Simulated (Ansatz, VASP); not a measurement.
Ge3PdRu: VASP beside Ansatz

```xyz
5
Lattice="4.7345 0.0000 0.0000 0.0000 4.7345 0.0000 0.0000 0.0000 4.7345" Properties=species:S:1:pos:R:3 pbc="T T T"
Ge    0.0000    2.3672    2.3672
Ge    2.3672    0.0000    2.3672
Ge    2.3672    2.3672    0.0000
Ru    0.0000    0.0000    0.0000
Pd    2.3672    2.3672    2.3672
```

Change from the starting cell: species swapped into the Ca3BiN type (Pm-3m, No. 221).

Alike in both runs: functional PBE; k mesh 4 × 4 × 4; occupations gaussian, width 0.1 eV; no spin polarisation.

Ansatz relaxed the structure, and its values are those at the end. VASP's run is a single point on that final structure, the one shown.

```csv
,VASP,Ansatz
version,VASP 6.6.1,Ansatz 0.2.0
potentials or method,"VASP PAW PBE potentials, release 64 (Ge_d, Ru_pv, Pd)","scalar-relativistic, plane waves, PAW"
plane-wave cutoff (eV),520,420
valence electrons in the cell,66,76
```

Ansatz gave:

* gap on the k mesh at the Fermi level (eV): none
* pressure (GPa): 0.2

**Question.** What did VASP give for the same quantities?

**Answer.** gap on the k mesh at the Fermi level (eV): none; pressure (GPa): 0.3.

A gap of «none» marks a metal or a gap that the smearing closes. With one functional, cell and mesh, what is left measures potentials, basis and numerics. The two sets of potentials don't hold the same shells in valence.
